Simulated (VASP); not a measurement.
Output of a VASP run:

OUTCAR:
```
 ion  position               nearest neighbor table
   1  0.000  0.000  0.000-   3 2.64   4 2.64   5 2.64   3 2.64   4 2.64   4 2.64   5 2.64   4 2.64
                             3 2.64   5 2.64   3 2.64   5 2.64   2 3.23   2 3.23   2 3.23   2 3.23
   2  0.500  0.500  0.500-   3 1.86   4 1.86   5 1.86   5 1.86   3 1.86   4 1.86   1 3.23   1 3.23
                             1 3.23   1 3.23   1 3.23   1 3.23   1 3.23   1 3.23
   3  0.500  0.000  0.500-   2 1.86   2 1.86   1 2.64   1 2.64   1 2.64   1 2.64
   4  0.000  0.500  0.500-   2 1.86   2 1.86   1 2.64   1 2.64   1 2.64   1 2.64
   5  0.500  0.500  0.000-   2 1.86   2 1.86   1 2.64   1 2.64   1 2.64   1 2.64
  LATTYP: Found a simple cubic cell.
 ALAT       =     3.7286892693
 Subroutine PRICEL returns:
 Original cell was already a primitive cell.
 Subroutine GETGRP returns: Found 48 space group operations
The static configuration has the point symmetry O_h .
The dynamic configuration has the point symmetry O_h .
 Subroutine INISYM returns: Found 48 space group operations
 Subroutine IBZKPT returns following result:
 Found     20 irreducible k-points:

 Following reciprocal coordinates:
            Coordinates               Weight
  0.000000  0.000000  0.000000      1.000000
  0.166667  0.000000  0.000000      6.000000
  0.333333  0.000000  0.000000      6.000000
  0.500000  0.000000  0.000000      3.000000
  0.166667  0.166667  0.000000     12.000000
  0.333333  0.166667  0.000000     24.000000
  0.500000  0.166667  0.000000     12.000000
  0.333333  0.333333  0.000000     12.000000
  0.500000  0.333333  0.000000     12.000000
  0.500000  0.500000  0.000000      3.000000
  0.166667  0.166667  0.166667      8.000000
  0.333333  0.166667  0.166667     24.000000
  0.500000  0.166667  0.166667     12.000000
  0.333333  0.333333  0.166667     24.000000
  0.500000  0.333333  0.166667     24.000000
  0.500000  0.500000  0.166667      6.000000
  0.333333  0.333333  0.333333      8.000000
  0.500000  0.333333  0.333333     12.000000
  0.500000  0.500000  0.333333      6.000000
  0.500000  0.500000  0.500000      1.000000
   k-points           NKPTS =     20   k-points in BZ     NKDIM =     20   number of bands    NBANDS=     25
   number of dos      NEDOS =    301   number of ions     NIONS =      5
   total plane-waves  NPLWV =  27000
   dimension x,y,z NGX =    30 NGY =   30 NGZ =   30
   dimension x,y,z NGXF=    60 NGYF=   60 NGZF=   60
   ions per type =               1   1   3
   PREC   = accura    normal or accurate (medium, high low for compatibility)
   ISTART =      0    job   : 0-new  1-cont  2-samecut
   ICHARG =      2    charge: 1-file 2-atom 10-const
   ISPIN  =      1    spin polarized calculation?
   LNONCOLLINEAR =      F non collinear calculations
   LSORBIT =      F    spin-orbit coupling
   INIWAV =      1    electr: 0-lowe 1-rand  2-diag
   ENCUT  =  620.0 eV  45.57 Ry    6.75 a.u.   7.57  7.57  7.57*2*pi/ulx,y,z
   NELM   =    100;   NELMIN=  2; NELMDL= -5     # of ELM steps
   EDIFF  = 0.1E-05   stopping-criterion for ELM
   LREAL  =      F    real-space projection
   NLSPLINE    = F    spline interpolate recip. space projectors
   LMAXMIX     =    4 max onsite mixed and CHGCAR
   VOSKOWN=      0    Vosko Wilk Nusair interpolation
   EDIFFG = -.2E-01   stopping-criterion for IOM
   NSW    =     40    number of steps for IOM
   NBLOCK =      1;   KBLOCK =     40    inner block; outer block
   IBRION =      2    ionic relax: 0-MD 1-quasi-New 2-CG
   NFREE  =      1    steps in history (QN), initial steepest desc. (CG)
   ISIF   =      3    stress and relaxation
   ISYM   =      2    0-nonsym 1-usesym 2-fastsym
   TEIN   =    0.0    initial temperature
   TEBEG  =    0.0;   TEEND  =   0.0 temperature during run
   SMASS  =  -3.00    Nose mass-parameter (am)
   PSTRESS=  450.0 pullay stress
   NELECT =      42.0000    total number of electrons
   EFERMI =   0.00;   METHOD = LEGACY
   ISMEAR =     0;   SIGMA  =   0.05  broadening in eV -4-tet -1-fermi 0-gaus
   IALGO  =     38    algorithm
   LDIAG  =      T    sub-space diagonalisation (order eigenvalues)
   IMIX   =      4    mixing-type and parameters
     AMIX     =   0.40;   BMIX     =  1.00
     AMIX_MAG =   1.60;   BMIX_MAG =  1.00
...
```

File OSZICAR:
```
       N       E                     dE             d eps       ncg     rms          rms(c)
DAV:   1     0.515548552063E+03    0.51555E+03   -0.26165E+04  1000   0.247E+03
DAV:   2     0.206121477498E+02   -0.49494E+03   -0.48367E+03  1152   0.570E+02
DAV:   3    -0.194200907245E+02   -0.40032E+02   -0.39855E+02  1225   0.174E+02
DAV:   4    -0.204462693191E+02   -0.10262E+01   -0.10247E+01  1538   0.243E+01
DAV:   5    -0.204554121447E+02   -0.91428E-02   -0.91391E-02  1334   0.217E+00    0.193E+01
DAV:   6    -0.182939379077E+02    0.21615E+01   -0.76324E+00  1478   0.368E+01    0.129E+01
DAV:   7    -0.183460005099E+02   -0.52063E-01   -0.13551E+00  1045   0.893E+00    0.702E+00
DAV:   8    -0.183575653530E+02   -0.11565E-01   -0.36890E-01  1420   0.132E+01    0.117E+00
DAV:   9    -0.183470600912E+02    0.10505E-01   -0.40140E-02  1496   0.410E+00    0.793E-01
DAV:  10    -0.183386639758E+02    0.83961E-02   -0.92666E-02  1490   0.776E+00    0.275E-01
DAV:  11    -0.183387626911E+02   -0.98715E-04   -0.17176E-02  1083   0.116E+00    0.140E-01
DAV:  12    -0.183391366582E+02   -0.37397E-03   -0.89071E-04  1390   0.625E-01    0.193E-01
DAV:  13    -0.183387817713E+02    0.35489E-03   -0.36470E-03  1442   0.110E+00    0.103E-01
DAV:  14    -0.183386705594E+02    0.11121E-03   -0.49986E-04  1484   0.282E-01    0.536E-02
DAV:  15    -0.183386574970E+02    0.13062E-04   -0.14879E-05  1421   0.851E-02    0.459E-02
DAV:  16    -0.183386280828E+02    0.29414E-04   -0.77045E-05  1253   0.217E-01    0.154E-02
DAV:  17    -0.183386265764E+02    0.15064E-05   -0.11170E-05  1253   0.262E-02    0.828E-03
DAV:  18    -0.183386268301E+02   -0.25364E-06   -0.61567E-07   591   0.137E-02
   1 F= -.37783206E+01 E0= -.37783206E+01  d E =-.377832E+01
```

OUTCAR:
```
------------------------ aborting loop because EDIFF is reached ----------------------------------------
  FORCE on cell =-STRESS in cart. coord.  units (eV):
  Direction    XX          YY          ZZ          XY          YZ          ZX
  --------------------------------------------------------------------------------------
  Total       14.5654807     14.5654807     14.5654807      0.0000000     -0.0000000     -0.0000000
  in kB      450.1599205    450.1599205    450.1599205      0.0000000     -0.0000000     -0.0000000
  external PRESSURE =       0.1599205 kB  Pullay stress =     450.0000000 kB
  volume of cell :       51.84
      direct lattice vectors                 reciprocal lattice vectors
     3.728689269  0.000000000  0.000000000     0.268190758  0.000000000  0.000000000
     0.000000000  3.728689269  0.000000000     0.000000000  0.268190758  0.000000000
     0.000000000  0.000000000  3.728689269     0.000000000  0.000000000  0.268190758
 POSITION                                       TOTAL-FORCE (eV/Angst)
 -----------------------------------------------------------------------------------
      0.00000      0.00000      0.00000         0.000000      0.000000      0.000000
      1.86434      1.86434      1.86434         0.000000      0.000000      0.000000
      1.86434      0.00000      1.86434         0.000000      0.000000      0.000000
      0.00000      1.86434      1.86434         0.000000      0.000000      0.000000
      1.86434      1.86434      0.00000         0.000000      0.000000      0.000000
 -----------------------------------------------------------------------------------
    total drift:                                0.000000      0.000000     -0.000000
  FREE ENERGIE OF THE ION-ELECTRON SYSTEM (eV)
  ---------------------------------------------------
  free  energy   TOTEN  =       -18.3386268301 eV

  energy  without entropy=      -18.3386268301  energy(sigma->0) =      -18.33862683
  enthalpy is  TOTEN    =        -3.7783205673 eV   P V=       14.5603062628

 reached required accuracy - stopping structural energy minimisation
```
(Selected blocks of OUTCAR.)

### POSCAR
```
KZnF3
1
    3.7286892693     0.0000000000    -0.0000000000
   -0.0000000000     3.7286892693    -0.0000000000
   -0.0000000000     0.0000000000     3.7286892693
K Zn F
1 1 3
Direct
  0.0000000000   0.0000000000   0.0000000000
  0.5000000000   0.5000000000   0.5000000000
  0.5000000000   0.0000000000   0.5000000000
  0.0000000000   0.5000000000   0.5000000000
  0.5000000000   0.5000000000   0.0000000000
```

**Question.** Reconstruct the remaining input files.

**Answer.** One answer among several that fit: the input of the run itself, PBE GGA, plane waves, VASP's PBE PAW potentials (set 64).

**KPOINTS**
```
Automatic mesh
0
Gamma
6 6 6
0 0 0
```

INCAR:
```
ALGO = Normal
EDIFF = 1E-6
EDIFFG = -0.02
ENCUT = 620
GGA = PE
IBRION = 2
ISIF = 3
ISMEAR = 0
LASPH = T
LCHARG = F
LMAXMIX = 4
LREAL = F
LWAVE = F
NELM = 100
NSW = 40
PREC = Accurate
PSTRESS = 450
SIGMA = 0.05
SYSTEM = KZnF3
```

POTCAR, in this order: K_sv Zn F (PBE.64 set). Program: vasp_std.

The compound is KZnF3 in the cubic perovskite structure. It was relaxed first under an external pressure of 45 GPa.
